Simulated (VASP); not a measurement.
Level of theory: r2SCAN meta-GGA, VASP's PBE PAW potentials (set 64) (plane waves; VASP).

Input for VASP

**KPOINTS**
```
Automatic mesh
0
Gamma
12 12 12
0 0 0
```

File POSCAR:
```
YSe
1
    0.0000000000     2.8792329945     2.8792329945
    2.8792329945     0.0000000000     2.8792329945
    2.8792329945     2.8792329945     0.0000000000
Y Se
1 1
Direct
  0.0000000000   0.0000000000   0.0000000000
  0.5000000000   0.5000000000   0.5000000000
```

### INCAR
```
! general
SYSTEM  = YSe
PREC    = Accurate
ENCUT   = 400
LREAL   = .FALSE.
LASPH   = .TRUE.

! electronic loop
EDIFF   = 1E-7
NELM    = 100
ALGO    = Normal
LMAXMIX = 4
LMIXTAU = .TRUE.

! smearing
ISMEAR  = -5

! functional
METAGGA = R2SCAN

! ions
ISIF    = 2

! output
LWAVE   = .FALSE.
LCHARG  = .FALSE.
LORBIT  = 11
NEDOS   = 601
```

**KPOINTS_OPT**
```
k-points along high-symmetry lines
10
Line-mode
Reciprocal
  0.000000   0.000000   0.000000 ! GAMMA
  0.500000   0.000000   0.500000 ! X

  0.500000   0.000000   0.500000 ! X
  0.625000   0.250000   0.625000 ! U

  0.375000   0.375000   0.750000 ! K
  0.000000   0.000000   0.000000 ! GAMMA

  0.000000   0.000000   0.000000 ! GAMMA
  0.500000   0.500000   0.500000 ! L

  0.500000   0.500000   0.500000 ! L
  0.500000   0.250000   0.750000 ! W

  0.500000   0.250000   0.750000 ! W
  0.500000   0.000000   0.500000 ! X
```

POTCAR, in this order: Y_sv Se (PBE.64 set). Program: vasp_std.

Output of the run:

File OSZICAR:
```
       N       E                     dE             d eps       ncg     rms          rms(c)
DAV:   1     0.265030419957E+02    0.26503E+02   -0.72624E+03  1728   0.108E+03
DAV:   2    -0.396035009597E+02   -0.66107E+02   -0.62616E+02  2148   0.215E+02
DAV:   3    -0.430785693715E+02   -0.34751E+01   -0.34349E+01  2360   0.411E+01
DAV:   4    -0.432231360180E+02   -0.14457E+00   -0.14463E+00  2436   0.812E+00
DAV:   5    -0.432259547548E+02   -0.28187E-02   -0.28465E-02  2332   0.950E-01    0.239E+01
DAV:   6    -0.385689050921E+02    0.46570E+01   -0.30131E+00  2276   0.131E+01    0.165E+01
DAV:   7    -0.395451664060E+02   -0.97626E+00   -0.19147E+00  3052   0.915E+00    0.372E+00
DAV:   8    -0.381182304418E+02    0.14269E+01   -0.12714E+00  3052   0.921E+00    0.435E+00
DAV:   9    -0.384899797464E+02   -0.37175E+00   -0.71750E-01  1984   0.787E+00    0.603E+00
DAV:  10    -0.386243321512E+02   -0.13435E+00   -0.14858E-01  1960   0.385E+00    0.120E+00
DAV:  11    -0.386184244000E+02    0.59078E-02   -0.13269E-02  2208   0.104E+00    0.857E-01
DAV:  12    -0.386183810685E+02    0.43331E-04   -0.40369E-04  2432   0.152E-01    0.881E-01
DAV:  13    -0.385987871316E+02    0.19594E-01   -0.10423E-02  1876   0.790E-01    0.429E-01
DAV:  14    -0.386176506872E+02   -0.18864E-01   -0.73203E-03  1920   0.645E-01    0.588E-01
DAV:  15    -0.386258329396E+02   -0.81823E-02   -0.10224E-02  2008   0.714E-01    0.254E-01
DAV:  16    -0.386257546405E+02    0.78299E-04   -0.20823E-04  2392   0.111E-01    0.190E-01
DAV:  17    -0.386255681263E+02    0.18651E-03   -0.37553E-05  2076   0.495E-02    0.201E-01
DAV:  18    -0.386259124947E+02   -0.34437E-03   -0.26860E-04  2036   0.125E-01    0.114E-01
DAV:  19    -0.386259426730E+02   -0.30178E-04   -0.43461E-05  2020   0.797E-02    0.951E-02
DAV:  20    -0.386259493678E+02   -0.66948E-05   -0.95083E-06  2120   0.369E-02    0.696E-02
DAV:  21    -0.386259498985E+02   -0.53069E-06   -0.19849E-06  2076   0.156E-02    0.135E-02
DAV:  22    -0.386259472679E+02    0.26306E-05   -0.14007E-06  1964   0.111E-02    0.256E-03
DAV:  23    -0.386259497567E+02   -0.24888E-05   -0.32844E-06  1876   0.183E-02    0.162E-02
DAV:  24    -0.386259509796E+02   -0.12229E-05   -0.66911E-07  2144   0.892E-03    0.984E-03
DAV:  25    -0.386259505187E+02    0.46089E-06   -0.85516E-08  1324   0.322E-03    0.706E-03
DAV:  26    -0.386259507768E+02   -0.25809E-06   -0.17878E-08  1136   0.109E-03    0.237E-03
DAV:  27    -0.386259507367E+02    0.40101E-07   -0.70589E-09  1128   0.664E-04
   1 F= -.38625951E+02 E0= -.38625951E+02  d E =0.000000E+00
       N       E                     dE             ncg
```

OUTCAR:
```
------------------------ aborting loop because EDIFF is reached ----------------------------------------
  FORCE on cell =-STRESS in cart. coord.  units (eV):
  Direction    XX          YY          ZZ          XY          YZ          ZX
  --------------------------------------------------------------------------------------
  Total       -0.0032874     -0.0032874     -0.0032874     -0.0000000      0.0000000     -0.0000000
  in kB       -0.1103317     -0.1103317     -0.1103317     -0.0000000      0.0000000     -0.0000000
  external PRESSURE =      -0.1103317 kB  Pullay stress =       0.0000000 kB
  volume of cell :       47.74
      direct lattice vectors                 reciprocal lattice vectors
     0.000000000  2.879232995  2.879232995    -0.173657360  0.173657360  0.173657360
     2.879232995  0.000000000  2.879232995     0.173657360 -0.173657360  0.173657360
     2.879232995  2.879232995  0.000000000     0.173657360  0.173657360 -0.173657360
 POSITION                                       TOTAL-FORCE (eV/Angst)
 -----------------------------------------------------------------------------------
      0.00000      0.00000      0.00000        -0.000000      0.000000     -0.000000
      2.87923      2.87923      2.87923         0.000000     -0.000000      0.000000
 -----------------------------------------------------------------------------------
    total drift:                                0.000000      0.000000      0.000000
  FREE ENERGIE OF THE ION-ELECTRON SYSTEM (eV)
  ---------------------------------------------------
  free  energy   TOTEN  =       -38.6259507367 eV

  energy  without entropy=      -38.6259507367  energy(sigma->0) =      -38.62595074

 total charge

# of ion       s       p       d       f       tot
--------------------------------------------------
    1        2.134   6.277   1.039   0.050   9.500
    2        1.422   2.544   0.045   0.000   4.012
--------------------------------------------------
tot          3.557   8.821   1.084   0.050  13.512
```
(Selected blocks of OUTCAR.)

For a metal the tetrahedron method with Blöchl corrections gives inexact stress and forces.

The structure was generated: YSe was put into the rock salt type (Fm-3m), which need not be its known phase. It was relaxed first, which changed the volume by -36 %. The electron count is odd and the run is not spin-polarised, which forces a metal.
